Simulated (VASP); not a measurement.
Input:

```xyz
5
Lattice="6.0166 0.0000 0.0000 0.0000 6.0166 0.0000 0.0000 0.0000 6.0166" Properties=species:S:1:pos:R:3 pbc="T T T"
Cs     0.0000     0.0000     0.0000
Pb     3.0083     3.0083     3.0083
Br     3.0083     0.0000     3.0083
Br     0.0000     3.0083     3.0083
Br     3.0083     3.0083     0.0000
```

Computed with TPSS meta-GGA, VASP's PBE PAW potentials (set 64) (plane waves; VASP). Settings: 520 eV cut-off, 4×4×4 Γ-centred mesh, tetrahedra with Blöchl corrections, potentials Cs_sv Pb_d Br.

Unless said otherwise, spin-orbit coupling is left out, though it shifts the bands of the heavy elements here.

Q: Give the energies of bands 13 to 25 at the high-symmetry points, in eV from the valence-band maximum.

A: 
```json
[
 {"band": "13", "Γ": "-6.78", "X": "-7.40", "M": "-7.95", "R": "-8.11"},
 {"band": "14", "Γ": "-3.77", "X": "-3.67", "M": "-3.54", "R": "-2.40"},
 {"band": "15", "Γ": "-3.77", "X": "-3.67", "M": "-2.53", "R": "-2.40"},
 {"band": "16", "Γ": "-3.77", "X": "-2.32", "M": "-2.02", "R": "-2.40"},
 {"band": "17", "Γ": "-1.76", "X": "-1.89", "M": "-2.02", "R": "-1.93"},
 {"band": "18", "Γ": "-1.76", "X": "-1.89", "M": "-1.94", "R": "-1.93"},
 {"band": "19", "Γ": "-1.76", "X": "-1.85", "M": "-1.94", "R": "-1.34"},
 {"band": "20", "Γ": "-1.67", "X": "-1.75", "M": "-1.93", "R": "-1.34"},
 {"band": "21", "Γ": "-1.67", "X": "-1.75", "M": "-1.35", "R": "-1.34"},
 {"band": "22", "Γ": "-1.67", "X": "-1.23", "M": "-0.60", "R": "0.00"},
 {"band": "23", "Γ": "3.73", "X": "2.83", "M": "2.41", "R": "1.93"},
 {"band": "24", "Γ": "4.87", "X": "5.08", "M": "2.41", "R": "1.93"},
 {"band": "25", "Γ": "4.87", "X": "5.44", "M": "5.04", "R": "1.93"}
]
```

The gap is direct, 1.93 eV, from the valence maximum at R to the conduction minimum at R.

The compound is CsPbBr3 in the cubic perovskite structure, the ideal cubic form; the compound distorts at low or room temperature. It was relaxed first, which changed the volume by +8 %.
